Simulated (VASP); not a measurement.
Level of theory: r2SCAN meta-GGA, VASP's PBE PAW potentials (set 64) (plane waves; VASP 6.6.1).

Input for VASP

INCAR:
```
ALGO  =  Normal
EDIFF  =  1E-7
EDIFFG  =  -0.01
ENCUT  =  600
IBRION  =  2
ISIF  =  2
ISMEAR  =  0
LASPH  =  .TRUE.
LCHARG  =  .FALSE.
LMIXTAU  =  .TRUE.
LREAL  =  .FALSE.
LWAVE  =  .FALSE.
METAGGA  =  R2SCAN
NELM  =  100
NSW  =  30
PREC  =  Accurate
SIGMA  =  0.05
SYSTEM  =  LiCl
```

KPOINTS:
```
Automatic mesh
0
Gamma
8 8 8
0 0 0
```

POSCAR:
```
LiCl
1
    0.0000000000     2.5458048417     2.5585338659
    2.5585338659     0.0000000000     2.5585338659
    2.5585338659     2.5458048417     0.0000000000
Li Cl
1 1
Direct
  0.0000000000   0.0000000000   0.0000000000
  0.5000000000   0.5000000000   0.5000000000
```

POTCAR, in this order: Li_sv Cl (PBE.64 set). Program: vasp_std.

Task: What does the run give for the energy per atom (σ→0), band gap (on the k-mesh)?

Result: 
```json
{
 "energy per atom (σ→0)": "-607.4 kJ/mol of atoms",
 "band gap (on the k-mesh)": "7.37 eV"
}
```

### OSZICAR
```
...
DAV:  17    -0.125895848521E+02   -0.10660E-05   -0.15605E-06  1135   0.195E-02    0.179E-03
DAV:  18    -0.125895888897E+02   -0.40376E-05   -0.13532E-07  1418   0.592E-03    0.109E-03
DAV:  19    -0.125895920148E+02   -0.31250E-05   -0.77104E-08  1114   0.433E-03    0.157E-04
DAV:  20    -0.125895913445E+02    0.67030E-06   -0.80058E-09   614   0.141E-03    0.366E-05
DAV:  21    -0.125895908383E+02    0.50618E-06   -0.66757E-10   593   0.369E-04    0.267E-05
DAV:  22    -0.125895906313E+02    0.20695E-06   -0.10701E-09   552   0.590E-04    0.203E-05
DAV:  23    -0.125895906447E+02   -0.13345E-07   -0.11894E-10   552   0.155E-04
   1 F= -.12589591E+02 E0= -.12589591E+02  d E =-.125896E+02
```

The compound is LiCl in the rock salt structure. This cell was strained or had an atom moved on purpose.
